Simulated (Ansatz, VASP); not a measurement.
**GaCuW (GaCuW in the AlB2 type): VASP beside Ansatz**

Aim: how closely do two programs agree when they are given the same cell, functional and k mesh? The cell is generated by rule, not measured, and may not be a known phase. The cell is taken from a series of runs on this material, whose earlier steps may have relaxed, scaled, displaced or heated it; both programs get it as it stands.

Method: plane waves, with VASP 6.6.1 beside it; zone-centre phonons at PBE and single point at PBE, in Ansatz 0.2.0.

## (1) The starting structure

The structure is hexagonal, space group P-6m2 (No. 187). The conventional cell has a = 4.230 Å, b = 4.230 Å, c = 2.760 Å, α = 90.00°, β = 90.00°, γ = 120.00°. Nearest to W lie 2 W at 2.76 Å and 6 Ga at 2.81 Å and 6 Cu at 2.81 Å. Nearest to Ga lie 3 Cu at 2.44 Å and 2 Ga at 2.76 Å and 6 W at 2.81 Å. Nearest to Cu lie 3 Ga at 2.44 Å and 2 Cu at 2.76 Å and 6 W at 2.81 Å. Farther neighbours are not listed.

Structure file:

```cif
data_structure
_symmetry_space_group_name_H-M 'P-6m2'
_symmetry_Int_Tables_number 187
_cell_length_a 4.2302
_cell_length_b 4.2302
_cell_length_c 2.7598
_cell_angle_alpha 90.000
_cell_angle_beta 90.000
_cell_angle_gamma 120.000
_cell_volume 42.77
loop_
_atom_site_label
_atom_site_type_symbol
_atom_site_symmetry_multiplicity
_atom_site_Wyckoff_symbol
_atom_site_fract_x
_atom_site_fract_y
_atom_site_fract_z
_atom_site_occupancy
W1 W 1 a 0.00000 0.00000 0.00000 1
Ga1 Ga 1 d 0.33333 0.66667 0.50000 1
Cu1 Cu 1 f 0.66667 0.33333 0.50000 1
```

## (2) VASP: zone-centre phonons, PBE

Second derivatives magnify differences that forces hide, and they need a tight electronic threshold.

Lines of VASP's logs that name or quote its potential files are left out, and so is its time.

INCAR

```
SYSTEM = GaCuW
PREC = Accurate
ENCUT = 600
EDIFF = 1E-08
NELM = 120
ISMEAR = 1
SIGMA = 0.2
LREAL = .FALSE.
ALGO = Normal
GGA = PE
NBANDS = 21
LASPH = .TRUE.
LORBIT = 11
LWAVE = .FALSE.
LCHARG = .FALSE.
ISIF = 2
IBRION = 8
GGA_COMPAT = .FALSE.
```

POSCAR

```
GaCuW
1.0
    4.2302088612      0.0000000000      0.0000000000
   -2.1151044306      3.6634683371      0.0000000000
    0.0000000000      0.0000000000      2.7597669953
W Ga Cu
1 1 1
Direct
    0.0000000000      0.0000000000      0.0000000000
    0.3333333333      0.6666666667      0.5000000000
    0.6666666667      0.3333333333      0.5000000000
```

KPOINTS

```
Automatic mesh
0
Gamma
4 4 6
0 0 0
```

The projector-augmented-wave data sets are W, Ga_d and Cu (PBE family, release 64).

Run with:

```
$ mpirun -np 1 vasp_std
```

Numbers of over 12 decimals in the logs are rounded to 6 here.

The program printed:

```text
[banner, memory and clock lines left out]
running    1 mpi-ranks, on    1 nodes
 distrk:  each k-point on    1 cores,    1 groups
 distr:  one band on    1 cores,    1 groups

 POSCAR found type information on POSCAR W GaCu
 POSCAR found :  3 types and       3 ions
 LDA part: xc-table for (Slater+PW92), standard interpolation
 POSCAR, INCAR and KPOINTS ok, starting setup
 FFT: planning ... GRIDC
 FFT: planning ... GRID_SOFT
 FFT: planning ... GRID
 WAVECAR not read
 entering main loop
       N       E                     dE             d eps       ncg     rms          rms(c)
DAV:   1     0.209276345413E+03    0.20928E+03   -0.15273E+04   696   0.264E+03
DAV:   2     0.276122641291E+00   -0.20900E+03   -0.20022E+03   687   0.474E+02
DAV:   3    -0.206611948703E+02   -0.20937E+02   -0.19959E+02   791   0.134E+02
DAV:   4    -0.214198603041E+02   -0.75867E+00   -0.74381E+00   820   0.258E+01
DAV:   5    -0.214411427593E+02   -0.21282E-01   -0.21271E-01   837   0.445E+00    0.212E+01
DAV:   6    -0.228193746356E+02   -0.13782E+01   -0.57787E+01   822   0.182E+02    0.150E+01
DAV:   7    -0.189596808696E+02    0.38597E+01   -0.11242E+01   795   0.880E+01    0.408E+00
DAV:   8    -0.189724295373E+02   -0.12749E-01   -0.19514E+00  1096   0.292E+01    0.292E+00
DAV:   9    -0.188779321383E+02    0.94497E-01   -0.86068E-01   947   0.225E+01    0.122E+00
DAV:  10    -0.188752009031E+02    0.27312E-02   -0.12794E-01   866   0.951E+00    0.613E-01
DAV:  11    -0.188695325201E+02    0.56684E-02   -0.35046E-02   915   0.473E+00    0.826E-02
DAV:  12    -0.188696757426E+02   -0.14322E-03   -0.24833E-03  1031   0.716E-01    0.451E-02
DAV:  13    -0.188696804092E+02   -0.46666E-05   -0.68463E-05  1015   0.983E-02    0.140E-02
DAV:  14    -0.188696825575E+02   -0.21483E-05   -0.32612E-06  1052   0.244E-02    0.881E-03
DAV:  15    -0.188696818127E+02    0.74482E-06   -0.50423E-06   816   0.587E-02    0.205E-03
DAV:  16    -0.188696817301E+02    0.82559E-07   -0.30925E-07  1055   0.869E-03    0.236E-04
DAV:  17    -0.188696817134E+02    0.16718E-07   -0.44587E-09   439   0.550E-04    0.261E-04
DAV:  18    -0.188696817041E+02    0.92991E-08   -0.15384E-09   436   0.101E-03
   1 F= -.18869682E+02 E0= -.18865027E+02  d E =-.139629E-01
 Linear response reoptimize wavefunctions to high precision
DAV:   1    -0.188696817045E+02   -0.37699E-09   -0.52705E-10   416   0.401E-04
DAV:   2    -0.188696817046E+02   -0.53205E-10   -0.31535E-10   416   0.190E-04
 Linear response DOF=           6
 Linear response progress:
  Degree of freedom:   1/  6
       N       E                     dE             d eps       ncg     rms          rms(c)
RMM:   1    -0.125148300776E+00   -0.12515E+00   -0.92281E-02  3712   0.187E+00
RMM:   2    -0.123227108657E+00    0.19212E-02   -0.39043E-03  2421   0.725E-01    0.107E-01
RMM:   3    -0.123375801970E+00   -0.14869E-03   -0.17866E-03  3437   0.237E-01    0.702E-02
RMM:   4    -0.123398382095E+00   -0.22580E-04   -0.14100E-04  3456   0.839E-02    0.217E-02
RMM:   5    -0.123479665746E+00   -0.81284E-04   -0.35289E-05  3653   0.372E-02    0.375E-03
RMM:   6    -0.123476890036E+00    0.27757E-05   -0.23201E-06  3627   0.946E-03    0.173E-03
RMM:   7    -0.123482660949E+00   -0.57709E-05   -0.27993E-07  3280   0.384E-03    0.835E-04
RMM:   8    -0.123482457694E+00    0.20325E-06   -0.98564E-08  2883   0.220E-03    0.401E-04
RMM:   9    -0.123481141807E+00    0.13159E-05   -0.11697E-07  3451   0.974E-04    0.132E-04
RMM:  10    -0.123479869641E+00    0.12722E-05   -0.77172E-08  3662   0.433E-04    0.469E-05
RMM:  11    -0.123480126591E+00   -0.25695E-06   -0.88075E-08  3414   0.298E-04    0.106E-05
RMM:  12    -0.123480080837E+00    0.45754E-07   -0.85778E-08  3739   0.238E-04    0.430E-06
RMM:  13    -0.123480048595E+00    0.32243E-07   -0.86414E-08  3721   0.214E-04    0.150E-06
RMM:  14    -0.123480047568E+00    0.10267E-08   -0.86945E-08  3740   0.208E-04    0.818E-07
 first order change of Fermi-energy  -0.29300E-03
 force on displaced ion       1 direction 1 :  -8.230   0.000   0.000
 Linear response progress:
  Degree of freedom:   2/  6
       N       E                     dE             d eps       ncg     rms          rms(c)
RMM:   1    -0.110346194183E+00   -0.11035E+00   -0.93031E-02  1624   0.151E+00
RMM:   2    -0.109170469182E+00    0.11757E-02   -0.34221E-03  1204   0.496E-01    0.138E-01
RMM:   3    -0.108392839050E+00    0.77763E-03   -0.73805E-04  1404   0.147E-01    0.867E-02
RMM:   4    -0.107868396699E+00    0.52444E-03   -0.66682E-04  1367   0.125E-01    0.147E-02
RMM:   5    -0.107890269488E+00   -0.21873E-04   -0.29563E-05  1423   0.350E-02    0.965E-03
RMM:   6    -0.107896266464E+00   -0.59970E-05   -0.23504E-06  1381   0.122E-02    0.566E-03
RMM:   7    -0.107900695996E+00   -0.44295E-05   -0.70328E-07  1199   0.851E-03    0.234E-03
RMM:   8    -0.107907022294E+00   -0.63263E-05   -0.90013E-07  1444   0.475E-03    0.912E-04
RMM:   9    -0.107907069531E+00   -0.47237E-07   -0.72171E-08  1525   0.144E-03    0.256E-04
RMM:  10    -0.107908198405E+00   -0.11289E-05   -0.36554E-08  1657   0.464E-04    0.528E-05
RMM:  11    -0.107908171927E+00    0.26478E-07   -0.33761E-08  1571   0.210E-04    0.198E-05
RMM:  12    -0.107908171085E+00    0.84242E-09   -0.32683E-08  1556   0.155E-04    0.662E-06
 first order change of Fermi-energy   0.56799E-03
 force on displaced ion       1 direction 3 :   0.000  -0.000  -4.643
 Linear response progress:
  Degree of freedom:   3/  6
       N       E                     dE             d eps       ncg     rms          rms(c)
RMM:   1    -0.167641988457E+00   -0.16764E+00    0.15095E-01  1939   0.944E+00
RMM:   2    -0.168670554771E+00   -0.10286E-02   -0.45090E-02  3365   0.163E+00    0.932E-02
RMM:   3    -0.168514462141E+00    0.15609E-03   -0.42796E-03  3185   0.548E-01    0.468E-02
RMM:   4    -0.168642159762E+00   -0.12770E-03   -0.98782E-04  3416   0.224E-01    0.142E-02
RMM:   5    -0.168630469942E+00    0.11690E-04   -0.21938E-04  3393   0.878E-02    0.545E-03
RMM:   6    -0.168628969856E+00    0.15001E-05   -0.47678E-05  3057   0.409E-02    0.315E-03
RMM:   7    -0.168628204165E+00    0.76569E-06   -0.10561E-05  3113   0.192E-02    0.935E-04
RMM:   8    -0.168629623871E+00   -0.14197E-05    0.31894E-06  3639   0.879E-03    0.266E-04
RMM:   9    -0.168630431679E+00   -0.80781E-06    0.32487E-06  3707   0.412E-03    0.144E-04
RMM:  10    -0.168631923464E+00   -0.14918E-05   -0.86006E-07  3682   0.211E-03    0.193E-05
RMM:  11    -0.168631747850E+00    0.17561E-06    0.86923E-07  3687   0.109E-03    0.124E-05
RMM:  12    -0.168631855826E+00   -0.10798E-06    0.16494E-07  3791   0.643E-04    0.738E-06
RMM:  13    -0.168631927138E+00   -0.71312E-07    0.11609E-07  3738   0.410E-04    0.182E-06
RMM:  14    -0.168631925507E+00    0.16310E-08    0.92653E-09  3767   0.283E-04    0.248E-06
 first order change of Fermi-energy  -0.37399E-04
 force on displaced ion       2 direction 1 : -10.260  -0.002   0.000
 Linear response progress:
  Degree of freedom:   4/  6
       N       E                     dE             d eps       ncg     rms          rms(c)
RMM:   1    -0.155549718473E+00   -0.15555E+00    0.19813E-01   899   0.904E+00
RMM:   2    -0.156351118013E+00   -0.80140E-03   -0.22934E-02  1349   0.128E+00    0.441E-02
RMM:   3    -0.156613344850E+00   -0.26223E-03   -0.35063E-03  1375   0.444E-01    0.277E-02
RMM:   4    -0.156594655657E+00    0.18689E-04   -0.50538E-04  1431   0.148E-01    0.491E-03
RMM:   5    -0.156601445684E+00   -0.67900E-05   -0.84247E-05  1500   0.567E-02    0.248E-03
RMM:   6    -0.156608613196E+00   -0.71675E-05   -0.14328E-05  1380   0.244E-02    0.191E-03
RMM:   7    -0.156621098085E+00   -0.12485E-04   -0.46002E-06  1381   0.112E-02    0.421E-04
RMM:   8    -0.156623669326E+00   -0.25712E-05   -0.17643E-06  1616   0.499E-03    0.307E-04
RMM:   9    -0.156626157839E+00   -0.24885E-05   -0.84124E-07  1641   0.236E-03    0.158E-04
RMM:  10    -0.156628649155E+00   -0.24913E-05   -0.41759E-07  1594   0.117E-03    0.202E-05
RMM:  11    -0.156628334291E+00    0.31486E-06    0.15131E-07  1659   0.650E-04    0.135E-05
RMM:  12    -0.156628484401E+00   -0.15011E-06   -0.13110E-07  1703   0.387E-04    0.945E-06
RMM:  13    -0.156628823144E+00   -0.33874E-06   -0.76294E-08  1598   0.263E-04    0.123E-05
RMM:  14    -0.156628658978E+00    0.16417E-06   -0.46801E-08  1574   0.188E-04    0.181E-06
RMM:  15    -0.156628632287E+00    0.26691E-07    0.14931E-08  1634   0.148E-04    0.120E-06
RMM:  16    -0.156628631933E+00    0.35391E-09   -0.21697E-08  1469   0.125E-04    0.626E-07
 first order change of Fermi-energy   0.12664E-03
 force on displaced ion       2 direction 3 :  -0.000   0.000  -2.409
 Linear response progress:
  Degree of freedom:   5/  6
       N       E                     dE             d eps       ncg     rms          rms(c)
RMM:   1    -0.246125443643E+00   -0.24613E+00   -0.14298E-01  3264   0.434E+00
RMM:   2    -0.242286361253E+00    0.38391E-02   -0.62751E-03  2794   0.101E+00    0.141E-01
RMM:   3    -0.242509048629E+00   -0.22269E-03   -0.10531E-03  3251   0.257E-01    0.870E-02
RMM:   4    -0.242821972529E+00   -0.31292E-03   -0.28964E-04  3261   0.121E-01    0.121E-02
RMM:   5    -0.242839030486E+00   -0.17058E-04   -0.13958E-05  3541   0.313E-02    0.639E-03
RMM:   6    -0.242836514749E+00    0.25157E-05   -0.99328E-07  2898   0.135E-02    0.364E-03
RMM:   7    -0.242834325658E+00    0.21891E-05   -0.38189E-07  2592   0.881E-03    0.108E-03
RMM:   8    -0.242828943347E+00    0.53823E-05   -0.21351E-07  3544   0.284E-03    0.413E-04
RMM:   9    -0.242824611817E+00    0.43315E-05   -0.38994E-09  3480   0.866E-04    0.103E-04
RMM:  10    -0.242823586697E+00    0.10251E-05   -0.48709E-08  3411   0.343E-04    0.476E-05
RMM:  11    -0.242823121068E+00    0.46563E-06   -0.39411E-08  3322   0.209E-04    0.134E-05
RMM:  12    -0.242822912354E+00    0.20871E-06   -0.44409E-08  3662   0.142E-04    0.281E-06
RMM:  13    -0.242822916625E+00   -0.42709E-08   -0.42992E-08  3666   0.119E-04    0.144E-06
 first order change of Fermi-energy   0.27913E-03
 force on displaced ion       3 direction 1 :  -9.140   0.001   0.000
 Linear response progress:
  Degree of freedom:   6/  6
       N       E                     dE             d eps       ncg     rms          rms(c)
RMM:   1    -0.237529473771E+00   -0.23753E+00   -0.12852E-01  1248   0.365E+00
RMM:   2    -0.235569569310E+00    0.19599E-02   -0.88051E-03  1280   0.116E+00    0.149E-01
RMM:   3    -0.235739394432E+00   -0.16983E-03   -0.12947E-03  1363   0.254E-01    0.918E-02
RMM:   4    -0.235825391790E+00   -0.85997E-04   -0.60251E-04  1307   0.154E-01    0.152E-02
RMM:   5    -0.235795420216E+00    0.29972E-04   -0.26921E-05  1365   0.441E-02    0.847E-03
RMM:   6    -0.235790764777E+00    0.46554E-05   -0.34961E-06  1145   0.228E-02    0.563E-03
RMM:   7    -0.235794773045E+00   -0.40083E-05   -0.12220E-06  1279   0.102E-02    0.123E-03
RMM:   8    -0.235784198031E+00    0.10575E-04   -0.30798E-07  1515   0.365E-03    0.759E-04
RMM:   9    -0.235776722808E+00    0.74752E-05   -0.45290E-08  1463   0.121E-03    0.148E-04
RMM:  10    -0.235775855656E+00    0.86715E-06   -0.25427E-08  1484   0.515E-04    0.308E-05
RMM:  11    -0.235775485276E+00    0.37038E-06   -0.24595E-08  1536   0.209E-04    0.940E-06
RMM:  12    -0.235775529648E+00   -0.44372E-07   -0.22126E-08  1605   0.124E-04    0.345E-06
RMM:  13    -0.235775595632E+00   -0.65984E-07   -0.22994E-08  1641   0.100E-04    0.292E-06
RMM:  14    -0.235775555962E+00    0.39670E-07   -0.23516E-08  1428   0.945E-05    0.780E-07
RMM:  15    -0.235775564368E+00   -0.84057E-08   -0.23479E-08  1313   0.923E-05    0.162E-07
 first order change of Fermi-energy   0.21644E-03
 force on displaced ion       3 direction 3 :   0.000  -0.000  -1.997
 Linear response finished
```

OUTCAR, selected parts (step 2):

```text
ion  position               nearest neighbor table
   1  0.000  0.000  0.000-   2 2.81   3 2.81   2 2.81   3 2.81   2 2.81   2 2.81   3 2.81   3 2.81
                             3 2.81   3 2.81   2 2.81   2 2.81
   2  0.333  0.667  0.500-   3 2.44   3 2.44   3 2.44   1 2.81   1 2.81   1 2.81   1 2.81   1 2.81
                             1 2.81
   3  0.667  0.333  0.500-   2 2.44   2 2.44   2 2.44   1 2.81   1 2.81   1 2.81   1 2.81   1 2.81
                             1 2.81

  LATTYP: Found a hexagonal cell.
 ALAT       =     4.2302088612
 C/A-ratio  =     0.6523949729

 Subroutine GETGRP returns: Found 12 space group operations
 (whereof 12 operations were pure point group operations)

The static configuration has the point symmetry D_3h.

 Found     16 irreducible k-points:

   k-points           NKPTS =     16   k-points in BZ     NKDIM =     16   number of bands    NBANDS=     21

   dimension x,y,z NGX =    36 NGY =   36 NGZ =   24
   dimension x,y,z NGXF=    72 NGYF=   72 NGZF=   48

   ENCUT  =  600.0 eV  44.10 Ry    6.64 a.u.   8.45  8.45  5.51*2*pi/ulx,y,z

   NELECT =      30.0000    total number of electrons

 k-points in reciprocal lattice and weights: Automatic mesh
   0.00000000  0.00000000  0.00000000       0.010
   0.25000000  0.00000000  0.00000000       0.062
   0.50000000  0.00000000  0.00000000       0.031
   0.25000000  0.25000000  0.00000000       0.062
   0.00000000  0.00000000  0.16666667       0.021
   0.25000000  0.00000000  0.16666667       0.125
   0.50000000  0.00000000  0.16666667       0.062
   0.25000000  0.25000000  0.16666667       0.125
   0.00000000  0.00000000  0.33333333       0.021
[...]
0.50000000  0.00000000  0.50000000       0.031
   0.25000000  0.25000000  0.50000000       0.062

 average (electrostatic) potential at core
       1 -38.1996       2 -62.5403       3 -64.2318

  Total        0.0623184      0.0623184     -0.6166342      0.0000000     -0.0000000      0.0000000
  in kB        2.3345323      2.3345323    -23.0999739      0.0000000     -0.0000000      0.0000000
  external PRESSURE =      -6.1436364 kB  Pullay stress =       0.0000000 kB

  energy-cutoff  :      600.00
  volume of cell :       42.77
      direct lattice vectors                 reciprocal lattice vectors
     4.230208861  0.000000000  0.000000000     0.236394947  0.136482686  0.000000000
    -2.115104431  3.663468337  0.000000000     0.000000000  0.272965373  0.000000000
     0.000000000  0.000000000  2.759766995     0.000000000  0.000000000  0.362349431

 POSITION                                       TOTAL-FORCE (eV/Angst)
 -----------------------------------------------------------------------------------
      0.00000      0.00000      0.00000         0.000000     -0.000000      0.000000
     -0.00000      2.44231      1.37988         0.000000      0.000000      0.000000
      2.11510      1.22116      1.37988        -0.000000     -0.000000      0.000000
 -----------------------------------------------------------------------------------
    total drift:                                0.000001     -0.000000     -0.000000

 Eigenvectors and eigenvalues of the dynamical matrix
 ----------------------------------------------------

   1 f  =    7.492027 THz    47.073795 2PiTHz  249.907127 cm-1    30.984521 meV
             X         Y         Z           dx          dy          dz
      0.000000  0.000000  0.000000    -0.035991   -0.000000   -0.000000
     -0.000000  2.442312  1.379883     0.721396    0.000009    0.000000
      2.115104  1.221156  1.379883    -0.691586   -0.000008    0.000000

   2 f  =    7.492027 THz    47.073795 2PiTHz  249.907127 cm-1    30.984521 meV
             X         Y         Z           dx          dy          dz
      0.000000  0.000000  0.000000     0.000000   -0.035991   -0.000000
     -0.000000  2.442312  1.379883    -0.000009    0.721396    0.000000
      2.115104  1.221156  1.379883     0.000008   -0.691586    0.000000

   3 f  =    5.092004 THz    31.994004 2PiTHz  169.850966 cm-1    21.058826 meV
             X         Y         Z           dx          dy          dz
      0.000000  0.000000  0.000000    -0.647426    0.000007    0.000000
     -0.000000  2.442312  1.379883     0.510341   -0.000005   -0.000000
      2.115104  1.221156  1.379883     0.566031   -0.000006   -0.000000

   4 f  =    5.092004 THz    31.994004 2PiTHz  169.850966 cm-1    21.058826 meV
             X         Y         Z           dx          dy          dz
      0.000000  0.000000  0.000000    -0.000007   -0.647426    0.000000
     -0.000000  2.442312  1.379883     0.000005    0.510341   -0.000000
      2.115104  1.221156  1.379883     0.000006    0.566031   -0.000000

   5 f  =    3.837770 THz    24.113418 2PiTHz  128.014216 cm-1    15.871733 meV
             X         Y         Z           dx          dy          dz
      0.000000  0.000000  0.000000    -0.000000   -0.000000   -0.646615
     -0.000000  2.442312  1.379883    -0.000000   -0.000000    0.593388
      2.115104  1.221156  1.379883     0.000000    0.000000    0.479353

   6 f  =    2.750880 THz    17.284292 2PiTHz   91.759494 cm-1    11.376722 meV
             X         Y         Z           dx          dy          dz
      0.000000  0.000000  0.000000    -0.000000   -0.000000    0.043596
     -0.000000  2.442312  1.379883    -0.000000   -0.000000    0.656119
      2.115104  1.221156  1.379883     0.000000   -0.000000   -0.753397

   7 f/i=    0.009635 THz     0.060539 2PiTHz    0.321392 cm-1     0.039848 meV
             X         Y         Z           dx          dy          dz
      0.000000  0.000000  0.000000     0.760476   -0.034936   -0.000000
     -0.000000  2.442312  1.379883     0.467630   -0.021483   -0.000000
      2.115104  1.221156  1.379883     0.448211   -0.020590   -0.000000

   8 f/i=    0.009635 THz     0.060539 2PiTHz    0.321392 cm-1     0.039848 meV
             X         Y         Z           dx          dy          dz
      0.000000  0.000000  0.000000    -0.034936   -0.760476   -0.000000
     -0.000000  2.442312  1.379883    -0.021483   -0.467630   -0.000000
      2.115104  1.221156  1.379883    -0.020590   -0.448211   -0.000000

   9 f/i=    0.010048 THz     0.063135 2PiTHz    0.335174 cm-1     0.041556 meV
             X         Y         Z           dx          dy          dz
      0.000000  0.000000  0.000000    -0.000000    0.000000   -0.761569
     -0.000000  2.442312  1.379883    -0.000000    0.000000   -0.466261
      2.115104  1.221156  1.379883    -0.000000    0.000000   -0.450126

 ELASTIC MODULI CONTR FROM IONIC RELAXATION (kBar)
 Direction    XX          YY          ZZ          XY          YZ          ZX
 --------------------------------------------------------------------------------
 XX          -8.4724      8.4724      0.0000     -0.0000      0.0000      0.0000
 YY           8.4724     -8.4724      0.0000      0.0000      0.0000      0.0000
 ZZ           0.0000      0.0000      0.0000      0.0000      0.0000      0.0000
 XY          -0.0000      0.0000      0.0000     -8.4724      0.0000      0.0000
 YZ           0.0000      0.0000      0.0000      0.0000      0.0000      0.0000
 ZX           0.0000      0.0000      0.0000      0.0000      0.0000      0.0000
 --------------------------------------------------------------------------------
```

The k-mesh is coarse for a metal.

(Continued in part 2 of 2.)

[Lines on the potential files, build, host, timing and source positions are cut from VASP's logs without a mark.]

[Logs are printed without paths, hosts, clocks, repeated set-up lines and the standing remarks that a program may print on its own settings, such as how far it seeks lower states.]

[Hosts, paths, dates, database ids (printed as entryN), source tags and the programs' standing remarks are cut or masked in the printed files.]
